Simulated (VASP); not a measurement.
The input files of a VASP run:

**KPOINTS**
```
K-points
0
gamma
  8 8 8
```

### INCAR
```
ALGO = Normal
EDIFF = 1E-6
EDIFFG = -0.01
ENCUT = 520
GGA = RP
IBRION = 2
ISIF = 3
ISMEAR = 0
LASPH = .True.
LCHARG = .False.
LMAXMIX = 4
LREAL = .False.
LWAVE = .False.
NELM = 100
NSW = 60
PREC = Accurate
SIGMA = 0.05
SYSTEM = YN
```

File POSCAR:
```
YN
1
    0.0000000000     2.4400000000     2.4400000000
    2.4400000000     0.0000000000     2.4400000000
    2.4400000000     2.4400000000     0.0000000000
Y N
1 1
Direct
  0.0000000000   0.0000000000   0.0000000000
  0.5000000000   0.5000000000   0.5000000000
```

POTCAR, in this order: Y_sv N (PBE.64 set). Program: vasp_std.

Problem. Translate this RPBE calculation to Quantum ESPRESSO's pw.x.

Solution. One equivalent input (not run):
```
&CONTROL
  calculation = 'vc-relax'
  pseudo_dir = './pseudo'
  outdir = './out'
  tprnfor = .true.
  tstress = .true.
  nstep = 60
  forc_conv_thr = 0.00039
/
&SYSTEM
  ibrav = 0
  nat = 2
  ntyp = 2
  ecutwfc = 84
  occupations = 'smearing'
  smearing = 'gaussian'
  degauss = 0.003675
  input_dft = 'rpbe'
/
&ELECTRONS
  conv_thr = 7.3e-08
  electron_maxstep = 100
/
&IONS
/
&CELL
/
ATOMIC_SPECIES
  Y 88.906 Y.upf
  N 14.007 N.upf
CELL_PARAMETERS angstrom
     0.0000000    2.4400000    2.4400000
     2.4400000    0.0000000    2.4400000
     2.4400000    2.4400000    0.0000000
ATOMIC_POSITIONS crystal
  Y    0.0000000  0.0000000  0.0000000
  N    0.5000000  0.5000000  0.5000000
K_POINTS automatic
  8 8 8 0 0 0
```
The two are equivalent in intent, not identical: the potentials are each code's own (VASP's PAW set, PseudoDojo norm-conserving files in pw.x), so ENCUT and ecutwfc are chosen apart and not converted; conv_thr bounds pw.x's estimated SCF error, while EDIFF bounds the energy change between steps; forc_conv_thr acts on force components and is met together with etot_conv_thr.

The compound is YN in the rock salt structure. This run relaxes it. Symmetry was kept, so distortions that lower it aren't found.
